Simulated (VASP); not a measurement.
Given:

```yaml
crystal:
  lattice:
    - [0.00000, 2.66937, 2.66937]
    - [2.66937, 0.00000, 2.66937]
    - [2.66937, 2.66937, 0.00000]
  atoms:
    - { symbol: Ga, position: [0.00000, 0.00000, 0.00000] }
    - { symbol: P, position: [0.25000, 0.25000, 0.25000] }
```

All values below come from r2SCAN meta-GGA, VASP's PBE PAW potentials (set 64) (plane waves; VASP). Run with 520 eV cut-off, 8×8×8 Γ-centred mesh, Gaussian smearing of 0.050 eV, potentials Ga_d P.

Task: The job: GaP (zinc blende), 2 atoms, r2SCAN, static run, 520 eV, 8×8×8 Γ-centred mesh. Roughly how much core time does it take on a busy server core?

Result: About 70 core-seconds (one run on a shared machine, a rough figure). It had 29 irreducible k-points, 13 bands, up to 1036 plane waves and 21 electronic steps.

The compound is GaP in the zinc blende structure. This cell is one point of a volume scan, at 0.94 of the reference volume.
